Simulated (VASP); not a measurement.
These are PBEsol GGA, VASP's PBE PAW potentials (set 64) (plane waves; VASP) values and carry that method's errors.

Input for VASP

### INCAR
```
EDIFF = 1E-6   ! SCF stop (eV)
ENCUT = 500
ALGO = Normal   ! blocked Davidson
EDIFFG = -0.02
LWAVE = .FALSE.
LASPH = .TRUE.   ! aspherical one-centre terms
SYSTEM = SrTe
GGA = PS   ! PBEsol
ISIF = 3
NSW = 40   ! most ionic steps
ISMEAR = 1
LREAL = .FALSE.   ! projection in real space or not
PSTRESS = 300   ! kbar
SIGMA = 0.1
PREC = Accurate
IBRION = 2   ! conjugate gradients
NELM = 100   ! most electronic steps
LMAXMIX = 4   ! l cut-off of mixed one-centre charges
LCHARG = .FALSE.
```

KPOINTS:
```
Automatic mesh
0
Gamma
11 11 11
0 0 0
```

File POSCAR:
```
SrTe
1.0
  0.0000000000   2.9135004322   2.9135004322
  2.9135004322   0.0000000000   2.9135004322
  2.9135004322   2.9135004322   0.0000000000
Sr Te
1 1
Cartesian
  2.9135004322   5.8270008644   2.9135004322
  2.9135004322   2.9135004322   2.9135004322
```

POTCAR, in this order: Sr_sv Te (PBE.64 set). Program: vasp_std.

Task: What will the output report for the number of irreducible k-points (NKPTS), largest plane-wave count, number of space-group operations, FFT grid (NGX, NGY, NGZ)?

Result: 
```yaml
number of irreducible k-points (NKPTS): 56
largest_plane_wave_count: 1275
number_of_space_group_operations: 48
FFT grid (NGX, NGY, NGZ): 30 × 30 × 30
```

The compound is SrTe in the rock salt structure. It was relaxed first under an external pressure of 30 GPa.
